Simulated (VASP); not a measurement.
# TiSi2: structure and properties in VASP, part 3 of 5

Aim: relax TiSi2, then compute properties on the relaxed cell. The start is a cell from a database of measured crystal structures.

VASP 6.6.1; PBEsol; plane waves and PAW (Ti_sv, Si).

So far. Step 3 (Second relaxation): It ends with a largest force of 0.008 eV/Å and a pressure of -0.01 GPa. The volume moved by under 0.01 %: the run met its threshold at the first step. Step 4 (Single point with fields (PBEsol)): In this run the pressure is 0.00 GPa, small enough to go on.

### 5. Bands along the symmetry lines (PBEsol)

The mesh alone shows little of the dispersion and can miss band extrema, so KPOINTS_OPT adds a path through the symmetry points after the self-consistent cycle.

The input, INCAR:

```
SYSTEM = TiSi2
PREC = Accurate
ENCUT = 400
EDIFF = 1E-06
NELM = 100
ISMEAR = 0
SIGMA = 0.05
LREAL = .FALSE.
ALGO = Normal
GGA = PS
NBANDS = 36
LASPH = .TRUE.
LORBIT = 11
LWAVE = .FALSE.
LCHARG = .FALSE.
KPAR = 4
```

The input, POSCAR:

```
TiSi2
1.0
    0.0000000000      4.0792144911      4.2552661240
    2.3804257403      0.0000000000      4.2552661240
    2.3804257403      4.0792144911      0.0000000000
Ti Si
2 4
Direct
    0.7500000000      0.7500000000      0.7500000000
    0.5000000000      0.5000000000      0.5000000000
    0.0865699639      0.4134300361      0.0865699639
    0.4134300361      0.0865699639      0.4134300361
    0.1634300361      0.8365699639      0.1634300361
    0.8365699639      0.1634300361      0.8365699639
```

The input, KPOINTS:

```
Automatic mesh
0
Gamma
7 7 7
0 0 0
```

The input, KPOINTS_OPT:

```
Line mode
16
Line-mode
Reciprocal
  0.00000000   0.00000000   0.00000000 GAMMA
  0.50000000   0.00000000   0.50000000 Y

  0.50000000   0.00000000   0.50000000 Y
  1.00000000   0.50000000   0.50000000 T

  1.00000000   0.50000000   0.50000000 T
  0.50000000   0.50000000   0.00000000 Z

  0.50000000   0.50000000   0.00000000 Z
  0.00000000   0.00000000   0.00000000 GAMMA

  0.00000000   0.00000000   0.00000000 GAMMA
  0.00000000   0.41336671   0.41336671 X

  0.00000000   0.41336671   0.41336671 X
  0.50000000   0.24310139   0.74310139 A1

  0.50000000   0.24310139   0.74310139 A1
  0.50000000   0.00000000   0.50000000 Y

  1.00000000   0.50000000   0.50000000 T
  1.00000000   0.58663329   0.58663329 X1

  0.00000000   0.41336671   0.41336671 X
  0.50000000   0.75689861   0.25689861 A

  0.50000000   0.75689861   0.25689861 A
  0.50000000   0.50000000   0.00000000 Z

  0.50000000   0.50000000   0.50000000 L
  0.00000000   0.00000000   0.00000000 GAMMA
```

The projector-augmented-wave data sets are Ti_sv and Si (PBE family, release 64).

Command:

```bash
$ mpirun -np 4 vasp_std
```

What it wrote:

```text
[... set-up lines as in an earlier step ...]
 entering main loop
       N       E                     dE             d eps       ncg     rms          rms(c)
DAV:   1     0.345419002522E+03    0.34542E+03   -0.15255E+04  4608   0.990E+02
DAV:   2    -0.772239753226E+01   -0.35314E+03   -0.33704E+03  4680   0.319E+02
DAV:   3    -0.446051635798E+02   -0.36883E+02   -0.36080E+02  7096   0.917E+01
DAV:   4    -0.472633072018E+02   -0.26581E+01   -0.26285E+01  6412   0.221E+01
DAV:   5    -0.473738398317E+02   -0.11053E+00   -0.11050E+00  6496   0.402E+00    0.196E+01
DAV:   6    -0.443662467162E+02    0.30076E+01   -0.15775E+01  6060   0.329E+01    0.697E+00
DAV:   7    -0.437646529897E+02    0.60159E+00   -0.31865E+00  5468   0.153E+01    0.576E+00
DAV:   8    -0.436903698954E+02    0.74283E-01   -0.56184E-01  5408   0.624E+00    0.197E+00
DAV:   9    -0.436624699827E+02    0.27900E-01   -0.12904E-01  5424   0.339E+00    0.587E-01
DAV:  10    -0.436625685406E+02   -0.98558E-04   -0.66991E-03  5856   0.456E-01    0.327E-01
DAV:  11    -0.436622666969E+02    0.30184E-03   -0.39873E-03  6476   0.483E-01    0.196E-01
DAV:  12    -0.436621119814E+02    0.15472E-03   -0.72532E-04  5480   0.242E-01    0.247E-02
DAV:  13    -0.436621110012E+02    0.98019E-06   -0.24788E-05  5748   0.322E-02    0.157E-02
DAV:  14    -0.436621096027E+02    0.13985E-05   -0.34783E-06  5176   0.121E-02    0.436E-03
DAV:  15    -0.436621092986E+02    0.30411E-06   -0.10949E-07  2936   0.215E-03
   1 F= -.43662109E+02 E0= -.43660418E+02  d E =-.338308E-02
 Start KPOINTS_OPT (optional k-point list driver)
k-point batch [1-64\176]
       N       E                     dE             ncg
DAV:   1     0.582050848232E+04   -0.39574E+05     4608
DAV:   2    -0.169420751578E+05   -0.22763E+05     4712
DAV:   3    -0.193508564259E+05   -0.24088E+04     7108
DAV:   4    -0.195298389669E+05   -0.17898E+03     6128
DAV:   5    -0.195380510632E+05   -0.82121E+01     6320
DAV:   6    -0.195381106697E+05   -0.59607E-01     5980
DAV:   7    -0.195381120827E+05   -0.14130E-02     6444
DAV:   8    -0.195381121151E+05   -0.32372E-04     5456
DAV:   9    -0.195381121164E+05   -0.13068E-05     3980
DAV:  10    -0.195381121165E+05   -0.12359E-06     3108
[...]
k-point batch [129-176\176]
       N       E                     dE             ncg
DAV:   1     0.227372383674E+05   -0.34593E+05     3456
DAV:   2     0.548586217069E+04   -0.17251E+05     3492
DAV:   3     0.363027226523E+04   -0.18556E+04     5308
DAV:   4     0.348445396662E+04   -0.14582E+03     4620
DAV:   5     0.347807635580E+04   -0.63776E+01     4680
DAV:   6     0.347802959260E+04   -0.46763E-01     4568
DAV:   7     0.347802843818E+04   -0.11544E-02     4712
DAV:   8     0.347802841183E+04   -0.26351E-04     4244
DAV:   9     0.347802841080E+04   -0.10300E-05     2840
DAV:  10     0.347802841072E+04   -0.85160E-07     2328
```

Run time: 51 s. Hardware: 4 MPI ranks of Intel Xeon 6975P-C (Granite Rapids), shared host; peak memory 1.3 GiB; 3.3 min of CPU time.

OUTCAR, selected parts (step 5):

```text
   k-points           NKPTS =     64   k-points in BZ     NKDIM =     64   number of bands    NBANDS=     36

   NELECT =      40.0000    total number of electrons

 E-fermi :  10.2830

 k-point     1 :       0.0000    0.0000    0.0000
  band No.  band energies     occupation
    ...
     17       7.9745      2.00000
     18       8.2685      2.00000
     19       8.5220      2.00000
     20       8.9318      2.00000
     21       9.3519      2.00000
     22      12.3751      0.00000
     23      13.4679      0.00000
     24      13.7269      0.00000
     25      13.7551      0.00000
     26      13.8452      0.00000
    ...

  Total       -0.0106033     -0.0317214      0.0025193      0.0000000      0.0000000      0.0000000
  in kB       -0.2055721     -0.6149990      0.0488435      0.0000000      0.0000000      0.0000000
  external PRESSURE =      -0.2572425 kB  Pullay stress =       0.0000000 kB

 POSITION                                       TOTAL-FORCE (eV/Angst)
 -----------------------------------------------------------------------------------
      3.57064      6.11882      6.38290        -0.000000      0.000000     -0.000000
      2.38043      4.07921      4.25527         0.000000      0.000000      0.000000
      1.19021      0.70627      2.12763         0.000000     -0.008324     -0.000000
      1.19021      3.37294      2.12763         0.000000      0.008324     -0.000000
      2.38043      1.33333      4.25527         0.000000      0.008324      0.000000
      2.38043      6.82510      4.25527         0.000000     -0.008324      0.000000
 -----------------------------------------------------------------------------------
    total drift:                               -0.000000     -0.000000      0.000000

  FREE ENERGIE OF THE ION-ELECTRON SYSTEM (eV)
  ---------------------------------------------------
  free  energy   TOTEN  =       -43.6621092986 eV

  energy  without entropy=      -43.6587262155  energy(sigma->0) =      -43.66041776

[... 8 parts as in an earlier step ...]

[... 8 further parts left out ...]
```

This step gave:

```
SCF cycles : 15
bands      : 36
pressure   : -0.02572 GPa
```

The electronic bands at the labelled points (eV, zero at the Fermi level; # counts the bands kept, so #1 is VASP's band 9):

```
          point     #9    #10    #11    #12    #13   #14   #15   #16
              Γ  -2.31  -2.01  -1.76  -1.35  -0.93  2.09  3.19  3.44
0.47 of the way  -1.83  -1.55  -1.48  -1.38  -1.18  1.72  3.09  3.15
              Y  -2.38  -2.38  -0.85  -0.85   1.32  1.32  3.37  3.37
0.47 of the way  -1.15  -1.15  -0.74  -0.74   1.03  1.03  2.76  2.76
              T  -1.17  -1.17  -0.62  -0.62   0.86  0.86  2.35  2.35
0.53 of the way  -1.31  -1.31  -0.52  -0.52   0.76  0.76  2.11  2.11
              Z  -1.54  -1.54  -1.00  -1.00   0.74  0.74  3.31  3.31
0.47 of the way  -1.82  -1.62  -1.62  -1.22  -1.09  1.46  3.24  3.30
              Γ  -2.31  -2.01  -1.76  -1.35  -0.93  2.09  3.19  3.44
0.47 of the way  -2.35  -0.40  -0.31  -0.11  -0.08  1.69  1.81  2.19
              X  -1.30  -0.42   0.08   0.09   0.76  0.94  1.84  2.60
0.47 of the way  -1.31  -0.65  -0.27   0.15   0.98  1.26  1.33  1.92
             A1  -1.65  -1.65  -1.40  -1.40   1.45  1.45  2.18  2.18
0.53 of the way  -1.59  -1.59  -1.11  -1.11   1.39  1.39  2.88  2.88
              Y  -2.38  -2.38  -0.85  -0.85   1.32  1.32  3.37  3.37
      jump to T  -1.17  -1.17  -0.62  -0.62   0.86  0.86  2.35  2.35
0.53 of the way  -1.01  -0.79  -0.45  -0.24   0.83  0.89  2.10  2.56
             X1  -1.30  -0.42   0.08   0.09   0.76  0.94  1.84  2.60
      jump to X  -1.30  -0.42   0.08   0.09   0.76  0.94  1.84  2.60
0.53 of the way  -1.73  -0.64  -0.55  -0.52   1.23  1.36  2.33  2.42
              A  -1.65  -1.65  -1.40  -1.40   1.45  1.45  2.18  2.18
0.53 of the way  -1.73  -1.73  -1.16  -1.16   1.18  1.18  1.93  1.93
              Z  -1.54  -1.54  -1.00  -1.00   0.74  0.74  3.31  3.31
      jump to L  -1.96  -1.07  -0.03   0.15   1.04  1.40  1.73  2.31
0.53 of the way  -1.81  -1.60  -1.18  -1.03  -0.50  1.56  2.76  2.82
              Γ  -2.31  -2.01  -1.76  -1.35  -0.93  2.09  3.19  3.44
```

Of the projections kept (Ti, Si), the largest for each band there; the rest of the weight can lie on other orbitals:

```csv
point,#9,#10,#11,#12,#13,#14,#15,#16
Γ,Ti 0.55,Si 0.81,Ti 0.50,Ti 0.66,Ti 0.88,Ti 1.00,Ti 0.90,Ti 0.98
Y,Si 0.58,Si 0.58,Ti 0.83,Ti 0.83,Ti 0.92,Ti 0.92,Ti 0.85,Ti 0.85
T,Ti 0.62,Ti 0.62,Ti 0.77,Ti 0.77,Ti 0.89,Ti 0.89,Ti 0.77,Ti 0.77
Z,Ti 0.52,Ti 0.52,Ti 0.89,Ti 0.89,Ti 0.76,Ti 0.76,Ti 0.81,Ti 0.81
Γ,Ti 0.55,Si 0.81,Ti 0.50,Ti 0.66,Ti 0.88,Ti 1.00,Ti 0.90,Ti 0.98
X,Ti 0.64,Ti 0.81,Ti 0.88,Ti 0.82,Ti 0.89,Ti 0.93,Ti 0.57,Ti 0.92
```

There is no gap at this level.

Of the bands kept, 4 cross the Fermi level on this path.

### 6. Density of states (PBEsol)

A density of states needs more k-points than a total energy; ISMEAR = -5 takes tetrahedra, and LORBIT projects the states on the PAW spheres. The mesh is finer than in the run before.

INCAR, as its differences from that of step 5:

```diff
@@ -5,3 +5,3 @@
 NELM = 100
-ISMEAR = 0
+ISMEAR = -5
 SIGMA = 0.05
@@ -16 +16,2 @@
 KPAR = 4
+NEDOS = 2001
```

POSCAR is that of step 5.

The input, KPOINTS:

```
Automatic mesh
0
Gamma
11 11 11
0 0 0
```

Command:

```bash
$ mpirun -np 4 vasp_std
```

What it wrote:

```text
[... set-up lines as in an earlier step ...]
 entering main loop
       N       E                     dE             d eps       ncg     rms          rms(c)
DAV:   1     0.347607341475E+03    0.34761E+03   -0.15340E+04 15560   0.989E+02
DAV:   2    -0.747674950961E+01   -0.35508E+03   -0.33908E+03 15728   0.321E+02
DAV:   3    -0.445771225617E+02   -0.37100E+02   -0.36284E+02 24052   0.923E+01
DAV:   4    -0.472656649283E+02   -0.26885E+01   -0.26584E+01 21532   0.222E+01
DAV:   5    -0.473819665675E+02   -0.11630E+00   -0.11627E+00 21872   0.414E+00    0.196E+01
DAV:   6    -0.443510145709E+02    0.30310E+01   -0.15666E+01 20416   0.328E+01    0.692E+00
DAV:   7    -0.437726561946E+02    0.57836E+00   -0.31398E+00 18412   0.152E+01    0.574E+00
DAV:   8    -0.436973870711E+02    0.75269E-01   -0.55546E-01 18224   0.620E+00    0.193E+00
DAV:   9    -0.436707662121E+02    0.26621E-01   -0.12807E-01 18244   0.337E+00    0.581E-01
DAV:  10    -0.436707140884E+02    0.52124E-04   -0.68162E-03 19860   0.461E-01    0.318E-01
DAV:  11    -0.436703233229E+02    0.39077E-03   -0.41137E-03 21736   0.484E-01    0.200E-01
DAV:  12    -0.436702166512E+02    0.10667E-03   -0.79961E-04 18396   0.254E-01    0.239E-02
DAV:  13    -0.436702015614E+02    0.15090E-04   -0.51645E-05 19228   0.440E-02    0.174E-02
DAV:  14    -0.436702031631E+02   -0.16017E-05   -0.23412E-06 16684   0.113E-02    0.112E-02
DAV:  15    -0.436702031824E+02   -0.19310E-07   -0.13879E-06 13484   0.779E-03
   1 F= -.43670203E+02 E0= -.43670203E+02  d E =0.000000E+00
 -----------------------------------------------------------------------------
|                                                                             |
|           W    W    AA    RRRRR   N    N  II  N    N   GGGG   !!!           |
|           W    W   A  A   R    R  NN   N  II  NN   N  G    G  !!!           |
|           W    W  A    A  R    R  N N  N  II  N N  N  G       !!!           |
|           W WW W  AAAAAA  RRRRR   N  N N  II  N  N N  G  GGG   !            |
|           WW  WW  A    A  R   R   N   NN  II  N   NN  G    G                |
|           W    W  A    A  R    R  N    N  II  N    N   GGGG   !!!           |
|                                                                             |
|     Tetrahedron method does not include variations of the Fermi             |
|     occupations, so forces and stress will be inaccurate. We suggest        |
|     using a different smearing scheme ISMEAR = 1 or 2 for metals in         |
|     relaxations.                                                            |
|                                                                             |
 -----------------------------------------------------------------------------
```

Elapsed: 60 s, on 4 MPI ranks; peak memory 1.7 GiB.

From OUTCAR (step 6):

```text
   k-points           NKPTS =    216   k-points in BZ     NKDIM =    216   number of bands    NBANDS=     36

   NELECT =      40.0000    total number of electrons

 E-fermi :  10.2631

 k-point     1 :       0.0000    0.0000    0.0000
  band No.  band energies     occupation
    ...
     17       7.9736      2.00000
     18       8.2673      2.00000
     19       8.5218      2.00000
     20       8.9323      2.00000
     21       9.3532      2.00000
     22      12.3765      0.00000
     23      13.4660      0.00000
     24      13.7264      0.00000
     25      13.7530      0.00000
     26      13.8454      0.00000
    ...

  Total       -0.0240541      0.3165614     -0.2847651      0.0000000      0.0000000      0.0000000
  in kB       -0.4663499      6.1373461     -5.5208938      0.0000000      0.0000000      0.0000000
  external PRESSURE =       0.0500341 kB  Pullay stress =       0.0000000 kB

 POSITION                                       TOTAL-FORCE (eV/Angst)
 -----------------------------------------------------------------------------------
      3.57064      6.11882      6.38290        -0.000000     -0.000000     -0.000000
      2.38043      4.07921      4.25527         0.000000     -0.000000      0.000000
      1.19021      0.70627      2.12763        -0.000000     -0.024135     -0.000000
      1.19021      3.37294      2.12763        -0.000000      0.024135     -0.000000
      2.38043      1.33333      4.25527         0.000000      0.024135      0.000000
      2.38043      6.82510      4.25527         0.000000     -0.024135      0.000000
 -----------------------------------------------------------------------------------
    total drift:                               -0.000000     -0.000000      0.000000

  FREE ENERGIE OF THE ION-ELECTRON SYSTEM (eV)
  ---------------------------------------------------
  free  energy   TOTEN  =       -43.6702031824 eV

  energy  without entropy=      -43.6702031824  energy(sigma->0) =      -43.67020318

[... 7 parts as in an earlier step ...]

[... 9 further parts left out ...]
```

With tetrahedra the forces and stress of a metal are not exact derivatives of the energy.

Numbers from this step:

```
irreducible k-points   : 216
free energy (TOTEN)    : -43.67 eV
Fermi energy           : 10.26 eV
pressure               : 0.005003 GPa
DOS at the Fermi level : 2.324 states/eV/cell
```

The density of states has structure finer than the step of the table below, so its rows give means over 1 eV, whole bins alone (the curve runs from -12.0 to 3.75 eV). Peaks (eV: height): total -2.0: 4.78, -1.0: 5.66, 1.3: 4.31, 2.7: 8.47; Ti d -1.0: 2.29, 1.3: 2.57, 2.9: 5.40; Si p -4.7: 0.511, -2.0: 0.996, -1.2: 0.833, 2.7: 0.603; Si s -10.7: 0.562, -9.3: 0.531, -8.1: 0.595, -5.9: 0.533; Ti p -5.9: 0.0522, -2.0: 0.180, -1.5: 0.141, 2.7: 0.0599.

States under -12.0 eV and over 3.8 eV are left out. The density of states by energy, zero at the Fermi level; means over each step; values in states/eV/cell:

```
energy (eV)  total     Ti d    Si p    Si s    Ti p     Ti s
        -11   1.06  0.00612  0.0349   0.374  0.0230   0.0252
        -10  0.882   0.0128  0.0446   0.300  0.0214   0.0126
         -9   1.15   0.0285  0.0813   0.366  0.0248   0.0179
         -8   1.61   0.0663   0.132   0.484  0.0315   0.0272
         -7   1.11   0.0579   0.111   0.311  0.0190   0.0206
         -6   1.46   0.0853   0.153   0.390  0.0307   0.0331
         -5   1.70    0.118   0.350   0.149  0.0400   0.0547
         -4   2.09    0.194   0.436   0.166  0.0560   0.0683
         -3   2.63    0.358   0.553   0.150  0.0928   0.0544
         -2   3.81    0.850   0.765   0.115   0.132   0.0236
         -1   4.62     1.77   0.640  0.0632  0.0906   0.0118
          0   2.17     1.09   0.229  0.0269  0.0130  0.00251
          1   2.83     1.65   0.202  0.0552  0.0260  0.00916
          2   2.53     1.35   0.272   0.119  0.0183   0.0224
          3   6.02     3.66   0.389   0.368  0.0432   0.0429
```

The finer mesh and the other smearing move the Fermi level by -0.02 eV from the 7×7×7 run, a small shift, which tests the Fermi level alone. Of the states within 0.3 eV of the Fermi level, the largest shares in the PAW spheres are Ti d 51 % and Si p 10 %. The rest lies in smaller channels or between the spheres.

[end of part 3 of 5]

[Lines on the potential files, build, host, timing and source positions are cut from VASP's logs without a mark.]

[Logs are printed without paths, hosts, clocks, repeated set-up lines and the standing remarks that a program may print on its own settings, such as how far it seeks lower states.]

[Hosts, paths, dates, database ids (printed as entryN), source tags and the programs' standing remarks are cut or masked in the printed files.]

[A measured line is paired with the nearest computed mode of its activity, which favours agreement.]
